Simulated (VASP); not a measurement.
An input for Ansatz (written as the equivalent of a VASP run, and not itself run):

Ansatz 0.2 input:
```yaml
crystal:
  lattice:
    - [-1.9735798, 1.9735798, 4.3514021]
    - [1.9735798, -1.9735798, 4.3514021]
    - [1.9735798, 1.9735798, -4.3514021]
  atoms:
    - { symbol: Sc, position: [0.0000000, 0.0000000, 0.0000000] }
    - { symbol: Al, position: [0.7500000, 0.2500000, 0.5000000] }
    - { symbol: Al, position: [0.2500000, 0.7500000, 0.5000000] }
    - { symbol: Al, position: [0.5000000, 0.5000000, 0.0000000] }
kpoints:
  mp_grid: { grid: [10, 10, 10] }
hamiltonian:
  xc: lda
  pseudopotentials: { kind: paw }
scf:
  occupations: { method: methfessel_paxton, width: 0.1 }
  max_iter: 100
relax:
  max_steps: 60
  f_tol: 0.02
  cell: {}
output: { forces: true, stress: true, eigenvalues: true }
```

Q: Write the VASP files for the same calculation (LDA).

A: This is not unique; one that fits is 
### INCAR
```
ISMEAR = 1   # Methfessel-Paxton
LASPH = .TRUE.   # aspherical one-centre terms
NSW = 60   # most ionic steps
ALGO = Normal   # blocked Davidson
LMAXMIX = 4   # l cut-off of mixed one-centre charges
SIGMA = 0.1   # width (eV)
PREC = Accurate
EDIFF = 1E-6   # SCF stop (eV)
IBRION = 2   # conjugate gradients
LWAVE = .FALSE.
LREAL = .FALSE.
NELM = 100
SYSTEM = ScAl3
ISIF = 3   # ions, shape and volume
LCHARG = .FALSE.
ENCUT = 400
EDIFFG = -0.02
```

KPOINTS:
```
Automatic mesh
0
Gamma
10 10 10
0 0 0
```

File POSCAR:
```
ScAl3
1
   -1.9735798313     1.9735798313     4.3514020741
    1.9735798313    -1.9735798313     4.3514020741
    1.9735798313     1.9735798313    -4.3514020741
Sc Al
1 3
Direct
  0.0000000000   0.0000000000   0.0000000000
  0.7500000000   0.2500000000   0.5000000000
  0.2500000000   0.7500000000   0.5000000000
  0.5000000000   0.5000000000   0.0000000000
```

POTCAR, in this order: Sc_sv Al (LDA.64 set). Program: vasp_std.

Limits of the translation: each code has its own PAW files, so the cut-off isn't converted (ENCUT is set for VASP's; basis.ecutwfc is left out, and Ansatz then takes the one that its files recommend); Ansatz stops its SCF on the density residual and VASP on the energy change (EDIFF); Ansatz's lda is the Perdew-Wang form, while the LDA potentials of VASP carry Perdew-Zunger's.

The structure comes from a computed database's ScAl3 entry (I4/mmm); how it stands against other phases isn't given here. This run relaxes it. Symmetry was kept, so distortions that lower it aren't found. The start is the result of an earlier pass.
